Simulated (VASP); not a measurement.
A VASP calculation is set up with these files.

**KPOINTS**
```
Automatic mesh
0
Gamma
7 7 7
0 0 0
```

**POSCAR**
```
TlSe
1
   -3.6125677553     3.6125677553     3.6042392661
    3.6125677553    -3.6125677553     3.6042392661
    3.6125677553     3.6125677553    -3.6042392661
Tl Se
4 4
Direct
  0.7435560469   0.2435560469   0.9871120937
  0.2435560469   0.2564439531   0.5000000000
  0.7564439531   0.7435560469   0.5000000000
  0.2564439531   0.7564439531   0.0128879063
  0.7500000000   0.7500000000   0.0000000000
  0.2500000000   0.2500000000   0.0000000000
  0.7500000000   0.2500000000   0.5000000000
  0.2500000000   0.7500000000   0.5000000000
```

INCAR:
```
! general
SYSTEM  = TlSe
PREC    = Accurate
ENCUT   = 400   ! plane-wave cut-off (eV)
LREAL   = .FALSE.
LASPH   = .TRUE.   ! aspherical one-centre terms

! electronic loop
EDIFF   = 1E-7   ! SCF stop (eV)
NELM    = 100   ! most electronic steps
ALGO    = Normal   ! blocked Davidson
LMAXMIX = 4

! smearing
ISMEAR  = -5   ! tetrahedra, Bloechl

! ions
ISIF    = 2   ! forces and stress, cell fixed

! output
LWAVE   = .FALSE.
LCHARG  = .TRUE.
LORBIT  = 11   ! lm-projected
NEDOS   = 601   ! DOS grid

! other
LEFG    = .TRUE.
```

POTCAR, in this order: Tl_d Se (LDA.64 set). Program: vasp_std.

Question: Write an equivalent input for Quantum ESPRESSO's pw.x.

Answer: One equivalent input (not run):
```
&CONTROL
  calculation = 'scf'
  pseudo_dir = './pseudo'
  outdir = './out'
  tprnfor = .true.
  tstress = .true.
/
&SYSTEM
  ibrav = 0
  nat = 8
  ntyp = 2
  ecutwfc = 86
  occupations = 'tetrahedra'
  input_dft = 'pz'
/
&ELECTRONS
  conv_thr = 7.3e-09
  electron_maxstep = 100
/
ATOMIC_SPECIES
  Tl 204.380 Tl.upf
  Se 78.971 Se.upf
CELL_PARAMETERS angstrom
    -3.6125678    3.6125678    3.6042393
     3.6125678   -3.6125678    3.6042393
     3.6125678    3.6125678   -3.6042393
ATOMIC_POSITIONS crystal
  Tl   0.7435560  0.2435560  0.9871121
  Tl   0.2435560  0.2564440  0.5000000
  Tl   0.7564440  0.7435560  0.5000000
  Tl   0.2564440  0.7564440  0.0128879
  Se   0.7500000  0.7500000  0.0000000
  Se   0.2500000  0.2500000  0.0000000
  Se   0.7500000  0.2500000  0.5000000
  Se   0.2500000  0.7500000  0.5000000
K_POINTS automatic
  7 7 7 0 0 0
```
The two are equivalent in intent, not identical: the potentials are each code's own (VASP's PAW set, PseudoDojo norm-conserving files in pw.x), so ENCUT and ecutwfc are chosen apart and not converted; conv_thr bounds pw.x's estimated SCF error, while EDIFF bounds the energy change between steps; the field gradients of LEFG aren't asked of the other code.

The compound is TlSe in the sg140 structure. It was relaxed first, which changed the volume by -17 %.
